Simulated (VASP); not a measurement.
Sc3Te:

```
Sc Te
1.0
     0.00000    3.56950    3.56950
     3.56950    0.00000    3.56950
     3.56950    3.56950    0.00000
Sc Te
3 1
Direct
  0.25000 0.25000 0.25000
  0.75000 0.75000 0.75000
  0.50000 0.50000 0.50000
  0.00000 0.00000 0.00000
```

The cell was built by a generator and needn't be a form met in nature.

Base run:

```yaml
Program: VASP 6.6.1
Functional: PBE
Potentials_or_basis: VASP PAW PBE potentials, release 64 (Sc_sv, Te)
Cutoff: 520 eV
k_mesh: 5 × 5 × 5
Occupations: fermi-dirac, width 0.05 eV
Spin: no spin polarisation
Hubbard_terms: Sc d U = 2 eV
```

Its results: band gap on the k mesh none (metal or under the smearing width); pressure 4.0 GPa.

**Question.** The run is repeated on the same cell with these changes: hubbard terms from Sc d U = 2 eV to none. What comes out?

**Answer.** Band gap on the k mesh none (metal or under the smearing width); pressure -0.1 GPa.

Caveats: U without spin polarisation on a metal has little footing (some runs); the U is typed as a test and isn't derived for this compound (some runs).
